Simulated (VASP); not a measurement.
Runs of VASP 6.6.1 on MoI. It takes space group P4/mmm (No. 123, tetragonal). The conventional cell has a = 3.623 Å, b = 3.623 Å, c = 5.042 Å, α = 90.00°, β = 90.00°, γ = 90.00°. Mo (site symmetry 4/mmm) is surrounded by 4 I at 2.56 Å. Around I (site symmetry 4/mmm) lie 4 Mo at 2.56 Å. The cell was built by a generator and needn't be a form met in nature.

```csv
task,spin,cell,cutoff (eV),pressure (GPa),relaxed volume (Å³/atom)
band structure,"SOC, no magnetisation",as given,520,6.0,-
relaxation of cell and atoms,"SOC, no magnetisation",relaxed,600,0.0,(a)
relaxation of cell and atoms,off,relaxed,600,0.0,22.49
band structure,off,as given,520,5.9,-
```

Alike in all rows: level LDA; potentials or basis VASP PAW LDA potentials, release 64 (Mo_sv, I); k mesh 5 × 5 × 4; smearing fermi-dirac 0.05 eV.

Task: Fill in the values left out.

Result: (a) 22.50.

Caveats: the volume moved by over 15 % at a fixed basis, so the end points are rough (some runs); an odd number of electrons without spin polarisation forces a metal (some runs); a magnetic or distorted state may lie lower (some runs).
